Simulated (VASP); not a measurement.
Data:

```xyz
12
Lattice="4.9778 0.0000 0.0000 0.0000 4.9778 0.0000 0.0000 0.0000 6.9050" Properties=species:S:1:pos:R:3 pbc="T T T"
Si     0.9798     0.9798     0.0000
Si     1.5091     3.4686     5.1788
Si     3.9980     3.9980     3.4525
Si     3.4686     1.5091     1.7263
O      3.0384     3.6744     4.7094
O      3.7923     0.5495     2.9832
O      1.9394     1.3034     1.2569
O      1.1855     4.4283     6.4357
O      0.5495     3.7923     3.9218
O      1.3034     1.9394     5.6481
O      4.4283     1.1855     0.4693
O      3.6744     3.0384     2.1956
```

These are r2SCAN meta-GGA, VASP's PBE PAW potentials (set 64) (plane waves; VASP) values and carry that method's errors. Numerical set-up: 520 eV cut-off, 5×5×4 Γ-centred mesh, tetrahedra with Blöchl corrections, potentials Si O.

Problem. Give the energies of bands 21 to 34 at the high-symmetry points, in eV from the valence-band maximum.

Solution. 
| band | Γ | X | M | Z | R | A |
|---|---|---|---|---|---|---|
| 21 | -2.32 | -2.23 | -2.52 | -2.11 | -2.27 | -2.27 |
| 22 | -2.02 | -2.23 | -2.52 | -2.11 | -2.27 | -2.27 |
| 23 | -1.79 | -2.04 | -2.28 | -1.91 | -1.97 | -2.27 |
| 24 | -1.78 | -2.04 | -2.28 | -1.91 | -1.97 | -2.27 |
| 25 | -1.78 | -1.60 | -1.37 | -1.91 | -1.71 | -1.36 |
| 26 | -1.32 | -1.60 | -1.37 | -1.91 | -1.71 | -1.36 |
| 27 | -1.32 | -1.01 | -1.34 | -0.85 | -1.02 | -1.36 |
| 28 | -1.29 | -1.01 | -1.34 | -0.85 | -1.02 | -1.36 |
| 29 | -0.69 | -0.65 | -0.60 | -0.55 | -0.94 | -0.61 |
| 30 | -0.31 | -0.65 | -0.60 | -0.55 | -0.94 | -0.61 |
| 31 | -0.31 | -0.50 | -0.54 | -0.39 | -0.18 | -0.61 |
| 32 | 0.00 | -0.50 | -0.54 | -0.39 | -0.18 | -0.61 |
| 33 | 6.35 | 8.46 | 9.45 | 7.64 | 8.90 | 9.97 |
| 34 | 9.63 | 8.46 | 9.45 | 7.64 | 8.90 | 9.97 |

The gap is direct, 6.35 eV, from the valence maximum at Γ to the conduction minimum at Γ.

The structure comes from a computed database's SiO2 entry (P4_32_12); how it stands against other phases isn't given here. It was relaxed first.
